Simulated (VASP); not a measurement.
## BeRhS3: density of states with r2SCAN+D3(BJ)

The system is BeRhS3.

```
CELL_PARAMETERS angstrom
4.34672 0.00000 0.00000
0.00000 4.34672 0.00000
0.00000 0.00000 4.34672
ATOMIC_POSITIONS crystal
Be 0.00000 0.00000 0.00000
Rh 0.50000 0.50000 0.50000
S 0.00000 0.50000 0.50000
S 0.50000 0.50000 0.00000
S 0.50000 0.00000 0.50000
```

The cell was built by a generator and needn't be a form met in nature.

```
Program                : VASP 6.6.1
Task                   : density of states
Functional             : r2SCAN
Dispersion             : D3(BJ)
Potentials or basis    : VASP PAW PBE potentials, release 54 (Be, Rh, S)
Cutoff                 : 500 eV
k mesh                 : 6 × 6 × 6
Occupations            : tetrahedron
Spin                   : no spin polarisation
Further INCAR settings : ALGO = Normal; EDIFF = 1e-07
```

- Pressure: 21.3 GPa
- Valence electrons inside the program's atomic spheres: Be 0.50; Rh 9.27; S 3.73
- Dispersion energy per atom: -0.189 eV

Levels at points of the mesh, in eV from the Fermi level:
```csv
k point,band 13,band 14,band 15,band 16,band 17,band 18
"(0.00, 0.00, 0.00)",-1.36,-1.36,-1.01,-0.59,-0.59,-0.59
"(0.50, 0.00, 0.00)",-0.68,-0.68,-0.01,-0.01,1.37,2.30
"(0.50, 0.50, 0.00)",0.31,0.31,0.33,0.68,2.20,2.62
"(0.50, 0.50, 0.50)",-0.81,0.74,0.74,0.74,6.65,6.65
```

States per cell in windows of 1 eV (zero at the Fermi level; states under -8 eV left out):
| from (eV) | total | Rh2_d | S3_p | S4_p | S5_p | Rh2_p | Be1_s |
| --- | --- | --- | --- | --- | --- | --- | --- |
| -8.0 | 2.01 | 0.81 | 0.22 | 0.22 | 0.22 | 0.04 | 0.01 |
| -7.0 | 3.91 | 1.47 | 0.37 | 0.37 | 0.37 | 0.13 | 0.03 |
| -6.0 | 3.69 | 1.37 | 0.33 | 0.33 | 0.33 | 0.20 | 0.01 |
| -5.0 | 1.87 | 0.77 | 0.16 | 0.16 | 0.16 | 0.17 | 0.00 |
| -4.0 | 1.11 | 0.37 | 0.09 | 0.09 | 0.09 | 0.08 | 0.03 |
| -3.0 | 2.15 | 0.42 | 0.22 | 0.22 | 0.22 | 0.00 | 0.09 |
| -2.0 | 3.80 | 1.20 | 0.35 | 0.35 | 0.35 | 0.01 | 0.10 |
| -1.0 | 4.60 | 1.03 | 0.62 | 0.62 | 0.62 | 0.06 | 0.06 |
| 0.0 | 2.76 | 0.61 | 0.33 | 0.33 | 0.33 | 0.04 | 0.10 |
| 1.0 | 1.53 | 0.28 | 0.11 | 0.11 | 0.11 | 0.06 | 0.17 |
| 2.0 | 1.39 | 0.28 | 0.10 | 0.10 | 0.10 | 0.08 | 0.13 |
| 3.0 | 0.77 | 0.10 | 0.04 | 0.04 | 0.04 | 0.03 | 0.03 |
| 4.0 | 0.39 | 0.07 | 0.02 | 0.02 | 0.02 | 0.02 | 0.01 |
| 5.0 | 0.17 | 0.02 | 0.01 | 0.01 | 0.01 | 0.01 | 0.00 |
| 6.0 | 0.01 | 0.00 | 0.00 | 0.00 | 0.00 | 0.00 | 0.00 |

Run time: 72 s on 1 thread of Intel(R) Xeon(R) Platinum 8488C (Sapphire Rapids), on a shared host, peak memory 0.21 GiB.

Caveat: the bands computed are all filled at some k points, so no gap is given; so large a pressure means that the cell lies far from this level's equilibrium, or that cutoff or potentials fall short; the potentials were made for another functional, which shifts forces and pressure.
